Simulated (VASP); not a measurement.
These are PBE GGA, VASP's PBE PAW potentials (set 64) (plane waves; VASP) values and carry that method's errors.

Gaps are without spin-orbit coupling.

```json
{
  "volume_per_atom": "20.44 Å³/atom",
  "band gap (over mesh and band path)": "0.61 eV",
  "smallest direct gap (over mesh and band path)": "2.56 eV",
  "hill_bulk_modulus": "89.1 GPa",
  "hill_shear_modulus": "62.8 GPa"
}
```

**Question.** Which relaxed crystal gives these values?
A) ZnS, P6_3mc (186)
B) NaF, Fm-3m (225)
C) BaZrO3, Pm-3m (221)
D) Si, Fd-3m (227)

**Answer.** D, Si, Fd-3m (227)
